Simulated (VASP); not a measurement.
Consider the following.

```xyz
3
Lattice="0.0000 2.8548 2.8548 2.8548 0.0000 2.8548 2.8548 2.8548 0.0000" Properties=species:S:1:pos:R:3 pbc="T T T"
Li     1.4274     1.4274     1.4274
Li     4.2823     4.2823     4.2823
S      2.8548     0.0000     2.8548
```

All values below come from PBE GGA, VASP's PBE PAW potentials (set 64) (plane waves; VASP). Numerical set-up: 520 eV cut-off, Gaussian smearing of 0.050 eV, potentials Li_sv S.

Q: Estimate the band gap (along the path) with the smallest direct gap where there is one.

A: 
```
Quantity                               Result
------------------------------------  -------
band gap (along the path)             3.39 eV
smallest direct gap (along the path)  4.24 eV
```

Total energies compare only between runs with the same potentials, cut-off and functional.

The compound is Li2S in the antifluorite structure. It was relaxed first.
